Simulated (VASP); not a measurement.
Data:

```
CELL_PARAMETERS angstrom
      0.00000     3.29176     3.29176
      3.29176     0.00000     3.29176
      3.29176     3.29176     0.00000
ATOMIC_POSITIONS crystal
  Rb 0.00000 0.00000 0.00000
  Cl 0.50000 0.50000 0.50000
```

Calculation: vdW-DF-cx, VASP's PBE PAW potentials (set 64) (plane waves; VASP). Numerical set-up: 520 eV cut-off, Gaussian smearing of 0.050 eV, potentials Rb_sv Cl.

### Question
Give the energies of bands 6 to 11 at the high-symmetry points, in eV from the valence-band maximum.

### Answer

```tsv
band	Γ	X	U	L	W
6	0.00	-0.32	-0.40	-0.85	-0.44
7	0.00	-0.10	-0.28	-0.34	-0.24
8	0.00	-0.10	-0.22	-0.34	-0.24
9	5.09	6.29	7.03	7.84	7.76
10	8.03	8.11	8.82	8.08	7.76
11	8.03	9.85	9.10	10.20	9.38
```

The gap is direct, 5.09 eV, from the valence maximum at Γ to the conduction minimum at Γ.

Measured: gap 8.50 eV (computed value off by -3.41 eV), as given by Aguado et al., (1998), arXiv:cond-mat/9809176.

The compound is RbCl in the rock salt structure. It was relaxed first.
